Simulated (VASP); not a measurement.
# NiO: what each functional gives, and what it costs, part 2 of 6

Aim: the band gap of NiO at many levels of theory on one cell, with the cost of each. The start is a cell from a database of measured crystal structures.

VASP 6.6.1, plane waves and PAW; the level of theory is named at each step.

So far. Step 2 (Magnetic order: ferromagnetic): The run ends ferromagnetic with a largest moment of 1.75 μB, and the mesh shows a gap of 1.40 eV.

### Step 3. Magnetic order: antiferromagnetic, q = (0, 0, 1/2)

This step: PBE, DFT+U (Ni d 4 eV), spin-polarised from an antiferromagnetic start; plane waves and PAW (Ni, O) (VASP 6.6.1).

System of this step: NiO. Symmetry: Fm-3m, No. 225, cubic system. The conventional cell has a = 4.172 Å, b = 4.172 Å, c = 4.172 Å, α = 90.00°, β = 90.00°, γ = 90.00°. Nearest to Ni lie 6 O at 2.09 Å. Nearest to O lie 6 Ni at 2.09 Å. Farther neighbours and most contacts between anions are not listed.

Next, a pattern with opposite moments, which needs a doubled cell; q is given in the reciprocal vectors of the primitive cell.

INCAR

```
SYSTEM = NiO
PREC = Accurate
ENCUT = 520
EDIFF = 1E-06
NELM = 100
ISMEAR = -1
SIGMA = 0.05
LREAL = .FALSE.
ALGO = Normal
GGA = PE
NBANDS = 24
ISPIN = 2
MAGMOM = 1 -1 0 0
LDAU = .TRUE.
LDAUTYPE = 2
LDAUL = 2 -1
LDAUU = 4 0
LDAUJ = 0 0
LDAUPRINT = 1
LASPH = .TRUE.
LMAXMIX = 4
LORBIT = 11
LWAVE = .FALSE.
LCHARG = .FALSE.
KPAR = 8
ISIF = 2
```

POSCAR

```
NiO
1.0
    0.0000000000      2.0859016414      2.0859016414
    2.0859016414      0.0000000000      2.0859016414
    4.1718032828      4.1718032828      0.0000000000
Ni O
2 2
Direct
    0.0000000000      0.0000000000      0.0000000000
    0.0000000000      0.0000000000      0.5000000000
    0.5000000000      0.5000000000      0.2500000000
    0.5000000000      0.5000000000      0.7500000000
```

KPOINTS

```
Automatic mesh
0
Gamma
9 9 9
0 0 0
```

Potentials, in the order of the species: Ni and O (PBE family, release 64).

The run is started by

```
$ mpirun -np 8 vasp_std
```

The log of the run:

```text
[banner, memory and clock lines left out]
running    8 mpi-ranks, on    1 nodes
 distrk:  each k-point on    1 cores,    8 groups
 distr:  one band on    1 cores,    1 groups

 POSCAR found type information on POSCAR NiO
 POSCAR found :  2 types and       4 ions
 [... a notice as in an earlier step ...]

 LDA part: xc-table for (Slater+PW92), standard interpolation
 POSCAR, INCAR and KPOINTS ok, starting setup
 FFT: planning ... GRIDC
 FFT: planning ... GRID_SOFT
 FFT: planning ... GRID
 WAVECAR not read
 entering main loop
       N       E                     dE             d eps       ncg     rms          rms(c)
DAV:   1     0.248063036770E+03    0.24806E+03   -0.15308E+04  8384   0.178E+03
DAV:   2     0.181349223647E+01   -0.24625E+03   -0.22377E+03  8768   0.361E+02
DAV:   3    -0.211857317249E+02   -0.22999E+02   -0.22126E+02  9448   0.128E+02
DAV:   4    -0.215723497003E+02   -0.38662E+00   -0.38619E+00  9096   0.169E+01
DAV:   5    -0.215816336821E+02   -0.92840E-02   -0.92837E-02  9784   0.251E+00    0.216E+01
DAV:   6    -0.205762029660E+02    0.10054E+01   -0.19138E+01 11888   0.969E+01    0.217E+01
DAV:   7    -0.209921785542E+02   -0.41598E+00   -0.41545E+00 10648   0.433E+01    0.108E+01
DAV:   8    -0.212183027013E+02   -0.22612E+00   -0.71799E-01 11840   0.106E+01    0.789E+00
DAV:   9    -0.212568312047E+02   -0.38529E-01   -0.65757E-02 10952   0.117E+01    0.112E+00
DAV:  10    -0.212693969983E+02   -0.12566E-01   -0.54943E-02 12280   0.324E+00    0.499E-01
DAV:  11    -0.212701166464E+02   -0.71965E-03   -0.61644E-03 10344   0.232E+00    0.121E-01
DAV:  12    -0.212704276873E+02   -0.31104E-03   -0.13184E-03  9440   0.418E-01    0.625E-02
DAV:  13    -0.212704816004E+02   -0.53913E-04   -0.14785E-04 10072   0.145E-01    0.179E-02
DAV:  14    -0.212704909908E+02   -0.93903E-05   -0.21172E-05 10024   0.593E-02    0.112E-02
DAV:  15    -0.212704920284E+02   -0.10377E-05   -0.32799E-06  8536   0.280E-02    0.591E-03
DAV:  16    -0.212704921198E+02   -0.91425E-07   -0.45536E-07  4312   0.140E-02
   1 F= -.21270492E+02 E0= -.21270492E+02  d E =-.723438E-10  mag=     0.0000
```

The job ended after 25 s (8 MPI ranks of Intel Xeon Platinum 8259CL at 2.50GHz (Skylake/Cascade Lake), shared host; peak memory 2.2 GiB; 3.2 min of CPU time).

OUTCAR, selected parts (step 3):

```text
  LATTYP: Found a trigonal (rhomboedric) cell.
 ALAT       =     5.1093946751
 COS(alpha) =     0.8333333333

 Subroutine GETGRP returns: Found 12 space group operations
 (whereof 12 operations were pure point group operations)

The static configuration has the point symmetry D_3d.

 Found     85 irreducible k-points:

   k-points           NKPTS =     85   k-points in BZ     NKDIM =     85   number of bands    NBANDS=     24

   dimension x,y,z NGX =    24 NGY =   24 NGZ =   48
   dimension x,y,z NGXF=    48 NGYF=   48 NGZF=   96

   ENCUT  =  520.0 eV  38.22 Ry    6.18 a.u.   5.48  5.48 10.97*2*pi/ulx,y,z

   NELECT =      32.0000    total number of electrons

atom =   1  type =  1  l = 2

 onsite density matrix

spin component  1

  0.9768 -0.0000 -0.0001 -0.0000  0.0000
 -0.0000  0.9768 -0.0000  0.0000  0.0001
 -0.0001 -0.0000  1.0166 -0.0000 -0.0000
 -0.0000  0.0000 -0.0000  0.9768 -0.0001
  0.0000  0.0001 -0.0000 -0.0001  1.0166

spin component  2

  0.9740 -0.0000  0.0004 -0.0000 -0.0000
 -0.0000  0.9740  0.0002  0.0000 -0.0004
  0.0004  0.0002  0.1942  0.0002 -0.0000
 -0.0000  0.0000  0.0002  0.9740  0.0004
 -0.0000 -0.0004 -0.0000  0.0004  0.1942

 occupancies and eigenvectors

  o =  0.1942  v =  0.0000  0.0000  0.0000  0.0000  0.0000 -0.0000  0.0005  0.0209 -0.0005  0.9998      0.0000  0.0000  0.0000  0.0000  0.0000  0.0000  0.0000  0.0000  0.0000  0.0000
  o =  0.1942  v =  0.0000  0.0000  0.0000  0.0000  0.0000 -0.0006 -0.0003  0.9998 -0.0003 -0.0209      0.0000  0.0000  0.0000  0.0000  0.0000  0.0000  0.0000  0.0000  0.0000  0.0000
  o =  0.9740  v =  0.0000  0.0000  0.0000  0.0000  0.0000  0.6615  0.7453  0.0006 -0.0838 -0.0004      0.0000  0.0000  0.0000  0.0000  0.0000  0.0000  0.0000  0.0000  0.0000  0.0000
  o =  0.9740  v =  0.0000  0.0000  0.0000  0.0000  0.0000  0.4786 -0.3336  0.0004  0.8122  0.0006      0.0000  0.0000  0.0000  0.0000  0.0000  0.0000  0.0000  0.0000  0.0000  0.0000
  o =  0.9740  v =  0.0000  0.0000  0.0000  0.0000  0.0000  0.5774 -0.5774 -0.0000 -0.5774 -0.0000      0.0000  0.0000  0.0000  0.0000  0.0000  0.0000  0.0000  0.0000  0.0000  0.0000
  o =  0.9768  v =  0.3918  0.8163  0.0009 -0.4245 -0.0016  0.0000  0.0000  0.0000  0.0000  0.0000      0.0000  0.0000  0.0000  0.0000  0.0000  0.0000  0.0000  0.0000  0.0000  0.0000
  o =  0.9768  v =  0.7163  0.0188  0.0016  0.6975  0.0009  0.0000  0.0000  0.0000  0.0000  0.0000      0.0000  0.0000  0.0000  0.0000  0.0000  0.0000  0.0000  0.0000  0.0000  0.0000
  o =  0.9768  v = -0.5774  0.5774  0.0000  0.5774  0.0000  0.0000  0.0000  0.0000  0.0000  0.0000      0.0000  0.0000  0.0000  0.0000  0.0000  0.0000  0.0000  0.0000  0.0000  0.0000
  o =  1.0166  v =  0.0000  0.0013  0.0000 -0.0013  1.0000  0.0000  0.0000  0.0000  0.0000  0.0000      0.0000  0.0000  0.0000  0.0000  0.0000  0.0000  0.0000  0.0000  0.0000  0.0000
  o =  1.0166  v =  0.0015  0.0007 -1.0000  0.0007  0.0000  0.0000  0.0000  0.0000  0.0000  0.0000      0.0000  0.0000  0.0000  0.0000  0.0000  0.0000  0.0000  0.0000  0.0000  0.0000

atom =   2  type =  1  l = 2

 onsite density matrix

spin component  1

  0.9740 -0.0000  0.0004 -0.0000 -0.0000
 -0.0000  0.9740  0.0002  0.0000 -0.0004
  0.0004  0.0002  0.1942  0.0002  0.0000
 -0.0000  0.0000  0.0002  0.9740  0.0004
 -0.0000 -0.0004  0.0000  0.0004  0.1942

spin component  2

  0.9768 -0.0000 -0.0001 -0.0000  0.0000
 -0.0000  0.9768 -0.0000  0.0000  0.0001
 -0.0001 -0.0000  1.0166 -0.0000  0.0000
 -0.0000  0.0000 -0.0000  0.9768 -0.0001
  0.0000  0.0001  0.0000 -0.0001  1.0166

 occupancies and eigenvectors

  o =  0.1942  v =  0.0000  0.0005 -0.0045 -0.0005  1.0000  0.0000  0.0000  0.0000  0.0000  0.0000      0.0000  0.0000  0.0000  0.0000  0.0000  0.0000  0.0000  0.0000  0.0000  0.0000
  o =  0.1942  v = -0.0006 -0.0003  1.0000 -0.0003  0.0045  0.0000  0.0000  0.0000  0.0000  0.0000      0.0000  0.0000  0.0000  0.0000  0.0000  0.0000  0.0000  0.0000  0.0000  0.0000
  o =  0.9740  v =  0.0124 -0.7008  0.0000  0.7132  0.0007  0.0000  0.0000  0.0000  0.0000  0.0000      0.0000  0.0000  0.0000  0.0000  0.0000  0.0000  0.0000  0.0000  0.0000  0.0000
  o =  0.9740  v = -0.8164 -0.4190 -0.0007 -0.3974  0.0000  0.0000  0.0000  0.0000  0.0000  0.0000      0.0000  0.0000  0.0000  0.0000  0.0000  0.0000  0.0000  0.0000  0.0000  0.0000
  o =  0.9740  v = -0.5774  0.5774 -0.0000  0.5774 -0.0000  0.0000  0.0000  0.0000  0.0000  0.0000      0.0000  0.0000  0.0000  0.0000  0.0000  0.0000  0.0000  0.0000  0.0000  0.0000
  o =  0.9768  v =  0.0000  0.0000  0.0000  0.0000  0.0000  0.6645  0.7432  0.0015 -0.0787 -0.0011      0.0000  0.0000  0.0000  0.0000  0.0000  0.0000  0.0000  0.0000  0.0000  0.0000
  o =  0.9768  v =  0.0000  0.0000  0.0000  0.0000  0.0000 -0.4745  0.3382 -0.0011 -0.8127 -0.0015      0.0000  0.0000  0.0000  0.0000  0.0000  0.0000  0.0000  0.0000  0.0000  0.0000
  o =  0.9768  v =  0.0000  0.0000  0.0000  0.0000  0.0000  0.5774 -0.5774  0.0000 -0.5774 -0.0000      0.0000  0.0000  0.0000  0.0000  0.0000  0.0000  0.0000  0.0000  0.0000  0.0000
  o =  1.0166  v =  0.0000  0.0000  0.0000  0.0000  0.0000  0.0000  0.0013  0.0000 -0.0013  1.0000      0.0000  0.0000  0.0000  0.0000  0.0000  0.0000  0.0000  0.0000  0.0000  0.0000
  o =  1.0166  v =  0.0000  0.0000  0.0000  0.0000  0.0000 -0.0015 -0.0007  1.0000 -0.0007 -0.0000      0.0000  0.0000  0.0000  0.0000  0.0000  0.0000  0.0000  0.0000  0.0000  0.0000

 E-fermi :   7.5494

 spin component 1
 k-point     1 :       0.0000    0.0000    0.0000
  band No.  band energies     occupation
    ...
     12       5.4038      1.00000
     13       5.4038      1.00000
     14       5.4088      1.00000
     15       5.7351      1.00000
     16       5.7352      1.00000
     17       9.7456      0.00000
     18      10.1245      0.00000
     19      10.1250      0.00000
     20      13.6824      0.00000
     21      18.2409      0.00000
    ...

 k-point     2 :       0.1111    0.0000    0.0000
  band No.  band energies     occupation
    ...
     12       5.0243      1.00000
     13       5.1698      1.00000
     14       5.2807      1.00000
     15       6.0677      1.00000
     16       6.1745      1.00000
     17       9.9357      0.00000
     18      10.0102      0.00000
     19      10.6008      0.00000
     20      14.4154      0.00000
     21      18.0727      0.00000
    ...

 k-point     3 :       0.2222    0.0000    0.0000
  band No.  band energies     occupation
    ...
     12       4.7868      1.00000
     13       5.0009      1.00000
     14       5.2200      1.00000
     15       6.2239      1.00000
     16       6.4274      1.00000
     17       9.8771      0.00000
     18       9.8925      0.00000
     19      12.1387      0.00000
     20      15.5847      0.00000
     21      17.7783      0.00000
    ...

 k-point     4 :       0.3333    0.0000    0.0000
  band No.  band energies     occupation
    ...
     12       4.7558      1.00000
     13       4.8858      1.00000
     14       5.2532      1.00000
     15       6.1451      1.00000
     16       6.2179      1.00000
     17      10.0314      0.00000
     18      10.1310      0.00000
     19      13.3034      0.00000
     20      15.2272      0.00000
     21      18.4268      0.00000
    ...

  Total        0.6083162      0.6083162      0.6083162     -0.0245812      0.0245812      0.0245812
  in kB       26.8471700     26.8471700     26.8471700     -1.0848565      1.0848565      1.0848565
  external PRESSURE =      26.8471700 kB  Pullay stress =       0.0000000 kB

  energy-cutoff  :      520.00
  volume of cell :       36.30
      direct lattice vectors                 reciprocal lattice vectors
     0.000000000  2.085901641  2.085901641    -0.239704495  0.239704495  0.239704495
     2.085901641  0.000000000  2.085901641     0.239704495 -0.239704495  0.239704495
     4.171803283  4.171803283  0.000000000     0.119852248  0.119852248 -0.119852248

 POSITION                                       TOTAL-FORCE (eV/Angst)
 -----------------------------------------------------------------------------------
      0.00000      0.00000      0.00000        -0.000000      0.000000     -0.000000
      2.08590      2.08590      0.00000         0.000000      0.000000     -0.000000
      2.08590      2.08590      2.08590        -0.000000     -0.000000      0.000000
      4.17180      4.17180      2.08590         0.000000      0.000000      0.000000
 -----------------------------------------------------------------------------------
    total drift:                                0.000000     -0.000000     -0.000000

  FREE ENERGIE OF THE ION-ELECTRON SYSTEM (eV)
  ---------------------------------------------------
  free  energy   TOTEN  =       -21.2704921198 eV

  energy  without entropy=      -21.2704921198  energy(sigma->0) =      -21.27049212

 total charge
# of ion       s       p       d       tot
------------------------------------------
    1        0.339   0.419   8.247   9.005
    2        0.339   0.419   8.247   9.005
    3        1.553   3.458   0.000   5.011
    4        1.553   3.458   0.000   5.011
--------------------------------------------------
tot          3.784   7.753  16.495  28.032

 magnetization (x)
# of ion       s       p       d       tot
------------------------------------------
    1       -0.005  -0.009   1.653   1.639
    2        0.005   0.009  -1.653  -1.639
    3        0.000   0.000   0.000   0.000
    4        0.000   0.000   0.000   0.000
--------------------------------------------------
tot          0.000   0.000   0.000   0.000

[... 6 further parts left out ...]
```

At this level the cell is under a pressure of 2.7 GPa, so at these settings it is away from equilibrium.

This step gave:

| Property | Result |
| --- | --- |
| SCF cycles | 16 |
| electrons | 32 |
| bands | 24 |
| irreducible k-points | 85 |
| symmetry operations | 12 |
| free energy (TOTEN) | -21.27 eV |
| Fermi energy | 7.549 eV |
| pressure | 2.685 GPa |
| valence top at k | 0, 0, 0.4444 |
| conduction bottom at k | 0.2222, 0.2222, 0 |
| least direct gap at k | -0.1111, 0, 0.3333 |
| gap on the k-mesh | 2.763 eV |
| least direct gap on the k-mesh | 3.195 eV |

Spin moment in the PAW sphere by atom:

```csv
atom,spin moment in the PAW sphere (μB)
Ni1,1.64
Ni2,-1.64
O3,0.00
O4,0.00
```

The energy lies -64.7 meV an atom from the first pattern. The run ends antiferromagnetic with a largest moment of 1.64 μB, and the mesh shows a gap of 2.76 eV.

(Continued in part 3 of 6.)

[Lines on the potential files, build, host, timing and source positions are cut from VASP's logs without a mark.]

[Logs are printed without paths, hosts, clocks, repeated set-up lines and the standing remarks that a program may print on its own settings, such as how far it seeks lower states.]

[Hosts, paths, dates, database ids (printed as entryN), source tags and the programs' standing remarks are cut or masked in the printed files.]

[Measured values are set beside computed ones only where the two were judged alike; some that the calculation misses by far are left out.]

[In band tables of VASP the shares of atoms and orbitals are scaled to a sum of 1 inside the atoms' spheres.]
